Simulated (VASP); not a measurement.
Data:

```
Mo
1.0
   -1.51971     1.51971     1.51971
    1.51971    -1.51971     1.51971
    1.51971     1.51971    -1.51971
Mo
1
Direct
  0.00000   0.00000   0.00000
```

The numbers are results of PBEsol GGA, VASP's PBE PAW potentials (set 64) (plane waves; VASP), not measurements. Settings: 480 eV cut-off, 16×16×16 Γ-centred mesh, first-order Methfessel-Paxton smearing of 0.10 eV, potentials Mo_sv.

Estimate the energy per atom (σ→0), pressure, band gap (on the k-mesh) with the smallest direct gap where there is one.

```yaml
band gap (on the k-mesh): none (metal, semimetal or under 0.01 eV)
energy per atom (σ→0): -11.669 eV/atom
pressure: 30.00 GPa
```

Total energies compare only between runs with the same potentials, cut-off and functional.

The compound is Mo in the bcc structure. It was relaxed first under an external pressure of 30 GPa.
